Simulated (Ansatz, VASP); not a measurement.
This is a calculation of ZnHgO2 for VASP 6.6.1. The cell comes from a database or a generator and needn't be the stable form of this composition.

The input INCAR:

```
ALGO = Normal
EDIFF = 1E-6
EDIFFG = -0.02
ENCUT = 600
GGA = RP
IBRION = 2
ISIF = 3
ISMEAR = -1
IVDW = 13
LASPH = True
LCHARG = False
LREAL = False
LWAVE = False
NELM = 100
NSW = 40
PREC = Accurate
SIGMA = 0.05
```

The input KPOINTS:

```
k-points
0
Gamma
  5 5 6
```

File POSCAR:

```
ZnHgO2
1.0
    4.0092200000      0.0000000000      0.0000000000
    0.0000000000      4.0092200000      0.0000000000
    0.0000000000      0.0000000000      3.3045900000
Zn Hg O
1 1 2
Direct
    0.0000000000      0.0000000000      0.0000000000
    0.5000000000      0.5000000000      0.5000000000
    0.5000000000      0.0000000000      0.0000000000
    0.0000000000      0.5000000000      0.0000000000
```

Potentials or basis: VASP PAW PBE potentials, release 64 (Zn, Hg, O).

Run with:

```sh
$ cat potpaw_PBE.64/Zn/POTCAR potpaw_PBE.64/Hg/POTCAR potpaw_PBE.64/O/POTCAR > POTCAR
$ mpirun -np 1 vasp_std > vasp.out
```

Task: What does the same run look like in Ansatz 0.2.0? Potentials or basis there: Ansatz PAW, cutoff 420 eV.

Result: As run (cutoffs and basis follow the program's own potentials, and thresholds, step limits or extra output files can differ):

Contents of input.yaml:

```yaml
crystal:
  lattice:
    - [4.00922, 0.0, 0.0]
    - [0.0, 4.00922, 0.0]
    - [0.0, 0.0, 3.30459]
  atoms:
    - { symbol: Zn, position: [0.0, 0.0, 0.0] }
    - { symbol: Hg, position: [0.5, 0.5, 0.5] }
    - { symbol: O, position: [0.5, 0.0, 0.0] }
    - { symbol: O, position: [0.0, 0.5, 0.0] }
hamiltonian:
  xc: rpbe
  pseudopotentials: { kind: paw }
  dispersion: d4
kpoints:
  mp_grid: { grid: [5, 5, 6] }
scf:
  occupations: { method: fermi_dirac, width: 0.05 }
output:
  forces: true
  stress: true
  eigenvalues: true
relax:
  f_tol: 0.01
  max_steps: 40
  cell: { stress_tol: 0.05 }
```

Potentials or basis: Ansatz PAW.

Run with:

```sh
$ ansatz run input.yaml --threads 2 --pin off --max-ram 5632MiB --backend cpu --events-out ev --progress --plain --runs-dir out
```

Both were run:

|  | VASP | Ansatz |
| --- | --- | --- |
| Relaxed volume | 13.08 Å³/atom | 12.99 Å³/atom |
| Relaxed cell | a = 4.012 Å, b = 4.012 Å, c = 3.251 Å, α = 90.00°, β = 90.00°, γ = 90.00° | a = 4.001 Å, b = 4.001 Å, c = 3.247 Å, α = 90.00°, β = 90.00°, γ = 90.00° |
| Space group after relaxing | P4/mmm (No. 123) | P4/mmm (No. 123) |
| Pressure after relaxing | 0.0 GPa | 0.0 GPa |

Ansatz's pressure holds a Pulay term of +0.52 GPa for its cutoff of 420 eV, which the other run lacks.

The potentials hold 36 and 44 valence electrons a cell.

VASP's potentials were made for PBE. Ansatz's potentials were made for PBE.

Where Ansatz's input types no cutoff or centring, it takes its own default and a Γ-centred mesh.

Pressure is positive in compression.
